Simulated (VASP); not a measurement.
A run of VASP 6.6.1:

File INCAR:

```
PREC = Accurate
ENCUT = 520
EDIFF = 1E-7
ISMEAR = 0
SIGMA = 0.1
LREAL = False
LASPH = True
NELM = 100
ALGO = Normal
ISIF = 2
LWAVE = False
LCHARG = True
GGA = CX
LUSE_VDW = True
AGGAC = 0.0
LELF = True
LVHAR = True
NBANDS = 52
```

Contents of KPOINTS:

```
regular mesh
0
Gamma
  6 6 6
```

File POSCAR:

```
MgPb2WO6
1.0
    0.0000000000      4.0425740000      4.0425740000
    4.0425740000      0.0000000000      4.0425740000
    4.0425740000      4.0425740000      0.0000000000
Pb W Mg O
2 1 1 6
Cartesian
    2.0212870000      2.0212870000      2.0212870000
    6.0638610000      6.0638610000      6.0638610000
    0.0000000000      0.0000000000      0.0000000000
    4.0425740000      4.0425740000      4.0425740000
    6.1310566650      4.0425740000      4.0425740000
    4.0425740000      1.9540913350      4.0425740000
    1.9540913350      4.0425740000      4.0425740000
    4.0425740000      4.0425740000      6.1310566650
    4.0425740000      4.0425740000      1.9540913350
    4.0425740000      6.1310566650      4.0425740000
```

Potentials or basis: VASP PAW PBE potentials, release 64 (Pb_d, W_sv, Mg, O).

Run with:

```sh
$ cat potpaw_PBE.64/Pb_d/POTCAR potpaw_PBE.64/W_sv/POTCAR potpaw_PBE.64/Mg/POTCAR potpaw_PBE.64/O/POTCAR > POTCAR
$ mpirun -np 1 vasp_std > vasp.out
```

Hardware: 1 thread of Intel(R) Xeon(R) 6975P-C (Granite Rapids), with other jobs on the host.

Task: How long does it take, and how much memory?

Result: Wall time 3.6 min on 1 thread of Intel(R) Xeon(R) 6975P-C (Granite Rapids) (shared host), peak memory 0.89 GiB. Counts: scf iterations 16, k points 16.
